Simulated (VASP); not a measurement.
Consider the following.

```
Cu2O
1.0
    4.24900     0.00000     0.00000
    0.00000     4.24900     0.00000
    0.00000     0.00000     4.24900
Cu O
4 2
Direct
  0.75000   0.25000   0.75000
  0.25000   0.75000   0.75000
  0.75000   0.75000   0.25000
  0.25000   0.25000   0.25000
  0.00000   0.00000   0.00000
  0.50000   0.50000   0.50000
```

All values below come from PBE GGA, VASP's PBE PAW potentials (set 64) (plane waves; VASP). Run with 620 eV cut-off, 5×5×5 Γ-centred mesh, Gaussian smearing of 0.050 eV, potentials Cu O.

Energy and stress use the plane-wave basis of the starting cell.

Question: The ions, cell shape and volume at an external pressure of 10.0 GPa are relaxed. Predict the relaxed structure.

Answer: 
```
Cu2O
1.0
    4.19985     0.00000     0.00000
    0.00000     4.19985     0.00000
    0.00000     0.00000     4.19985
Cu O
4 2
Direct
  0.75000   0.25000   0.75000
  0.25000   0.75000   0.75000
  0.75000   0.75000   0.25000
  0.25000   0.25000   0.25000
  0.00000   0.00000   0.00000
  0.50000   0.50000   0.50000
```
Space group Pn-3m (224), at a tolerance of 0.03 Å.

Question: How do energy and volume change from the first to the last step?

Answer: The energy (σ→0) changes by +20.3 meV/atom and the volume by -3.4 %, in 3 ionic steps.

The compound is Cu2O in the cuprite structure. This run relaxes it under an external pressure of 10 GPa. Symmetry was kept, so distortions that lower it aren't found.
